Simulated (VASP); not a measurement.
# Al2SiF2 (P1) in VASP: further runs, part 2 of 2

VASP 6.6.1.

**3. Relaxation of cell and atoms, PBE**

This run uses another cell than the first one, of 16.22 Å³/atom, 1.005 times its volume.

Input file INCAR:

```
SYSTEM = Al2SiF2
  PREC = Accurate
  ENCUT = 520
  EDIFF = 1E-7
  ISMEAR = 0
  SIGMA = 0.1
  LREAL = .FALSE.
  LASPH = .TRUE.
  NELM = 120
  ALGO = Normal
  ISIF = 3
  LWAVE = .FALSE.
  LCHARG = .FALSE.
  GGA = PE
  IBRION = 2
  NSW = 60
  EDIFFG = -0.005
  POTIM = 0.3
  KPAR = 8
```

Input file KPOINTS:

```
Automatic mesh
0
G
  6 4 4
  0 0 0
```

Input file POSCAR:

```
Al2SiF2                                 
1.0
    4.6886855786      0.0115136381      0.0355123494
    0.0182448146      4.9545360183      0.0023959479
    2.2824719614      0.0211820560      7.0015542785
  Al              Si              F             
     4     2     4
Direct
     0.8329551949997368    0.2513917366505014    0.8341161333314216
     0.4052540715823139    0.7523376178130102    0.6928237902771597
     0.1620539303076371    0.2487026480189241    0.1754034176639661
     0.5928841310890282    0.7479336221033500    0.3173309725735266
     0.9985763458082582    0.8786528272279280    0.0055042710660751
     0.4947904301222982    0.6208872179101091    0.0064343594403087
     0.6704455227752504    0.0825680661827051    0.6773944387458422
     0.1499027032296753    0.4201865753914705    0.6763836690447020
     0.3234840071433314    0.0806462365299077    0.3341579753534695
     0.8418514729424676    0.4162503021720841    0.3335032025035344
```

Potentials or basis: VASP PAW PBE potentials, release 64 (Al, Si, F).

Launch:

```bash
cat potpaw_PBE.64/Al/POTCAR potpaw_PBE.64/Si/POTCAR potpaw_PBE.64/F/POTCAR > POTCAR
mpirun -np 8 vasp_std > vasp.out
```

Wall time 7.6 min (8 MPI ranks of Intel Xeon 6975P-C (Granite Rapids), shared host); peak memory 0.45 GiB.

The run converged. Its results:

```yaml
Free_energy: -47.9357 eV
Relaxed_volume: 16.29 Å³/atom
Relaxed_cell: a = 4.702 Å, b = 4.972 Å, c = 7.357 Å, α = 89.56°, β = 71.38°, γ = 88.34°
Space_group_after_relaxing_to_0.05_Å: C2 (No. 5)
Energy_gained_by_relaxing: 0.1 meV/atom
Ionic_steps: 38
Pressure_after_relaxing: 0.0 GPa
Largest_force_after_relaxing: 0.003 eV/Å
Band_gap_on_the_k_mesh: none (metal or under the smearing width)
```

Forces on the atoms (eV/Å):
```
Al  -0.002  0.000 -0.002
Al  -0.001 -0.001 -0.001
Al   0.001 -0.001  0.001
Al   0.002  0.000  0.000
Si   0.001 -0.001  0.000
Si   0.000  0.002  0.000
F   -0.002  0.002  0.001
F   -0.001 -0.001  0.001
F    0.000  0.000  0.000
F    0.002  0.000 -0.001
```

Step by step:
```csv
step,energy change (eV),largest force (eV/Å),pressure (GPa),volume (Å³)
1,0.0000,0.0099,0.02,162.24
2,0.0000,0.0083,0.01,162.27
3,0.0000,0.0144,-0.01,162.33
4,-0.0001,0.0100,-0.01,162.34
5,-0.0001,0.0096,0.00,162.36
6,-0.0001,0.0083,0.00,162.36
7,-0.0001,0.0108,0.00,162.36
8,-0.0001,0.0067,0.00,162.36
9,-0.0001,0.0112,0.00,162.36
10,-0.0002,0.0105,0.00,162.37
11,-0.0002,0.0091,0.00,162.37
12,-0.0002,0.0134,-0.01,162.38
13,-0.0002,0.0330,-0.02,162.39
14,-0.0002,0.0223,-0.01,162.38
15,-0.0003,0.0212,-0.01,162.37
16,-0.0003,0.0183,0.00,162.35
17,-0.0004,0.0225,0.02,162.31
18,-0.0004,0.0169,0.03,162.33
19,-0.0004,0.0264,0.04,162.38
20,-0.0005,0.0208,0.04,162.36
21,-0.0005,0.0175,0.01,162.47
22,-0.0006,0.0171,-0.06,162.70
23,-0.0007,0.0133,-0.04,162.72
24,-0.0007,0.0119,0.00,162.76
25,-0.0007,0.0259,0.06,162.83
26,-0.0007,0.0148,0.02,162.78
27,-0.0008,0.0096,0.00,162.82
28,-0.0008,0.0177,-0.01,162.85
29,-0.0008,0.0341,-0.03,162.90
30,-0.0008,0.0220,-0.02,162.86
31,-0.0008,0.0136,-0.01,162.86
32,-0.0009,0.0085,0.01,162.87
33,-0.0009,0.0100,0.01,162.87
34,-0.0009,0.0057,0.00,162.91
35,-0.0009,0.0054,-0.02,162.94
36,-0.0009,0.0054,0.00,162.90
37,-0.0009,0.0057,0.01,162.90
38,-0.0009,0.0033,0.00,162.91
```

Final structure:
```
CELL_PARAMETERS angstrom
4.70126 0.06520 0.03784
0.07497 4.97136 -0.00768
2.29241 0.03317 6.99021
ATOMIC_POSITIONS crystal
Al 0.83408 0.24921 0.83107
Al 0.40196 0.74754 0.69211
Al 0.16279 0.25082 0.17473
Al 0.59143 0.75096 0.31556
Si 0.00398 0.88254 0.00868
Si 0.48769 0.61777 0.00812
F 0.67607 0.07827 0.67664
F 0.14775 0.42057 0.67747
F 0.32735 0.08451 0.33424
F 0.83909 0.41736 0.33441
```

Levels at points of the mesh, in eV from the Fermi level:
```csv
k point,band 20,band 21,band 22,band 23,band 24,band 25,band 26,band 27,band 28,band 29
"(0.00, 0.00, 0.00)",-3.84,-3.56,-3.15,-1.86,-0.79,1.52,1.99,2.20,2.56,2.98
"(0.50, 0.00, 0.00)",-3.61,-2.79,-2.67,-1.75,-1.15,-0.86,0.93,2.61,3.10,3.52
"(0.00, 0.50, 0.00)",-3.00,-2.67,-2.26,-2.10,-1.64,-0.41,1.67,2.08,2.90,3.69
"(0.50, 0.50, 0.00)",-4.46,-3.31,-2.92,-1.90,1.10,1.58,1.77,2.19,2.92,3.53
"(0.00, 0.00, 0.50)",-3.91,-3.60,-1.77,-1.50,-0.88,-0.38,1.55,2.16,2.58,2.79
"(0.50, 0.00, 0.50)",-3.61,-2.79,-2.67,-1.75,-1.14,-0.87,0.93,2.60,3.10,3.52
"(0.00, 0.50, 0.50)",-3.08,-2.52,-2.14,-1.77,-1.66,-0.40,0.29,2.40,2.85,3.32
"(0.50, 0.50, 0.50)",-4.46,-3.31,-2.92,-1.90,1.10,1.57,1.77,2.19,2.93,3.53
```

**4. Single point, r2SCAN**

This run uses another cell than the first one, of 16.29 Å³/atom, 1.009 times its volume.

Input file INCAR:

```
SYSTEM = Al2SiF2
  PREC = Accurate
  ENCUT = 520
  EDIFF = 1E-6
  ISMEAR = 0
  SIGMA = 0.1
  LREAL = .FALSE.
  LASPH = .TRUE.
  NELM = 150
  ALGO = Normal
  ISIF = 2
  LWAVE = .FALSE.
  LCHARG = .FALSE.
  METAGGA = R2SCAN
  LMIXTAU = .TRUE.
  NBANDS = 35
  KPAR = 8
```

KPOINTS is that of step 3.

Input file POSCAR:

```
Al2SiF2                                 
1.0
    4.7012621035      0.0652001597      0.0378418357
    0.0749744651      4.9713592869     -0.0076848051
    2.2924080298      0.0331691164      6.9902093091
  Al              Si              F             
     4     2     4
Direct
     0.8340842917795702    0.2492116930175385    0.8310693686421349
     0.4019648307745622    0.7475384109728533    0.6921125881398843
     0.1627862949977697    0.2508242888935574    0.1747333742235958
     0.5914258129996054    0.7509605885630325    0.3155635069634350
     0.0039802759282616    0.8825416491031700    0.0086845913278698
     0.4876927750600172    0.6177708460382766    0.0081165683813815
     0.6760733233333530    0.0782671903525845    0.6766439055376461
     0.1477543889500932    0.4205710867950750    0.6774704138564823
     0.3273493139668227    0.0845082169986144    0.3342438510815727
     0.8390865022099414    0.4173628792652945    0.3344140618460034
```

Potentials or basis: VASP PAW PBE potentials, release 64 (Al, Si, F).

Launch:

```bash
cat potpaw_PBE.64/Al/POTCAR potpaw_PBE.64/Si/POTCAR potpaw_PBE.64/F/POTCAR > POTCAR
mpirun -np 8 vasp_std > vasp.out
```

OUTCAR:

```text
SYSTEM = Al2SiF2
   PREC = Accurate
   ENCUT = 520
   EDIFF = 1E-6
   ISMEAR = 0
   LREAL = .FALSE.
   LASPH = .TRUE.
   NELM = 150
   ISIF = 2
   METAGGA = R2SCAN

 ion  position               nearest neighbor table
   1  0.834  0.249  0.831-   7 1.78   8 1.78   5 2.49   6 2.49   3 3.36   3 3.36
   2  0.402  0.748  0.692-   8 2.07   7 2.10   6 2.56   5 2.56   4 2.63
   3  0.163  0.251  0.175-  10 1.78   9 1.79   6 2.47   5 2.47   1 3.36   1 3.36
   4  0.591  0.751  0.316-   9 2.02  10 2.03   6 2.56   5 2.56   2 2.63
   5  0.004  0.883  0.009-   3 2.47   1 2.49   4 2.56   2 2.56   6 2.59   6 2.80
   6  0.488  0.618  0.008-   3 2.47   1 2.49   4 2.56   2 2.56   5 2.59   5 2.80
   7  0.676  0.078  0.677-   1 1.78   2 2.10
   8  0.148  0.421  0.677-   1 1.78   2 2.07
   9  0.327  0.085  0.334-   3 1.79   4 2.02
  10  0.839  0.417  0.334-   3 1.78   4 2.03

  LATTYP: Found a triclinic cell.
 ALAT       =     4.7018664838
 B/A-ratio  =     2.1088161491
 C/A-ratio  =     2.3390593964
 COS(alpha) =     0.0016539893
 COS(beta)  =     0.6283956227
 COS(gamma) =     0.7110876756

  Lattice vectors:
[... 199 lines left out ...]
 cond. band min:       5.2566109299   @ k =  -0.1667   0.2500   0.5000
 fundamental gap:      0.1310385233
 Fermi energy:         5.1404399696

 k-point     1 :       0.0000    0.0000    0.0000
  band No.  band energies     occupation
      1     -22.4133      2.00000
      2     -22.2355      2.00000
      3     -22.1599      2.00000
      4     -22.0160      2.00000
      5      -6.2878      2.00000
      6      -4.8714      2.00000
[... 901 lines left out ...]
     34      11.5662      0.00000
     35      11.7902      0.00000

 [... further k-points ...]
[... 5 lines left out ...]
  --------------------------------------------------------------------------------------
  -------------------------------------------------------------------------------------
  Total       -2.7894077     -2.5895244     -2.7656748      0.1171918     -0.0060316     -0.0027833
  in kB      -27.4335130    -25.4676829    -27.2001021      1.1525686     -0.0593205     -0.0273736
  external PRESSURE =     -26.7004327 kB  Pullay stress =       0.0000000 kB

 VOLUME and BASIS-vectors are now :
 -----------------------------------------------------------------------------
  energy-cutoff  :      520.00
  volume of cell :      162.91
      direct lattice vectors                 reciprocal lattice vectors
     4.701262104  0.065200160  0.037841836     0.213317929 -0.003325223 -0.069940887
     0.074974465  4.971359287 -0.007684805    -0.002789973  0.201194244 -0.000039724
     2.292408030  0.033169116  6.990209309    -0.001157874  0.000239188  0.143435817

 POSITION                                       TOTAL-FORCE (eV/Angst)
 -----------------------------------------------------------------------------------
      5.84508      1.32087      5.83900         0.002205      0.000091     -0.438666
      3.53239      3.76545      4.84748        -0.010900     -0.013261     -0.042828
      1.18467      1.26335      1.22566        -0.002464     -0.000106      0.442640
      3.56015      3.78232      2.22246        -0.000603      0.003334      0.066733
      0.10479      4.38798      0.05408         0.055751      0.143915      0.000668
      2.35770      3.10323      0.07044        -0.056572     -0.144500      0.001783
      4.73541      0.45562      4.75486         0.120862      0.115716      0.249791
      2.27920      2.12291      4.73802        -0.118448     -0.099644      0.246488
      2.31151      0.45255      2.34817        -0.106118      0.064586     -0.263303
      4.74267      2.14066      2.36617         0.116287     -0.070131     -0.263306
 -----------------------------------------------------------------------------------
    total drift:                               -0.000481      0.000114     -0.001297

  FREE ENERGIE OF THE ION-ELECTRON SYSTEM (eV)
  ---------------------------------------------------
  free  energy   TOTEN  =       -72.8381885275 eV

  energy  without entropy=      -72.8358026576  energy(sigma->0) =      -72.83699559
```

Wall time 2.1 min (8 MPI ranks of Intel Xeon 6975P-C (Granite Rapids), shared host); peak memory 0.47 GiB.

What came out:

| Quantity | Value |
| --- | --- |
| Free energy | -72.8382 eV |
| Pressure | -2.7 GPa |
| Largest force | 0.443 eV/Å |
| Band gap on the k mesh | none (metal or under the smearing width) |

Forces on the atoms (eV/Å):
```
Al   0.002  0.000 -0.439
Al  -0.011 -0.013 -0.043
Al  -0.002  0.000  0.443
Al  -0.001  0.003  0.067
Si   0.056  0.144  0.001
Si  -0.057 -0.144  0.002
F    0.121  0.116  0.250
F   -0.118 -0.100  0.246
F   -0.106  0.065 -0.263
F    0.116 -0.070 -0.263
```

Stress tensor (GPa, compression positive):
```
-2.74  0.12  0.00
 0.12 -2.55 -0.01
 0.00 -0.01 -2.72
```

Caveat: the PAW data sets were made with another functional, which shifts forces and pressure a little.
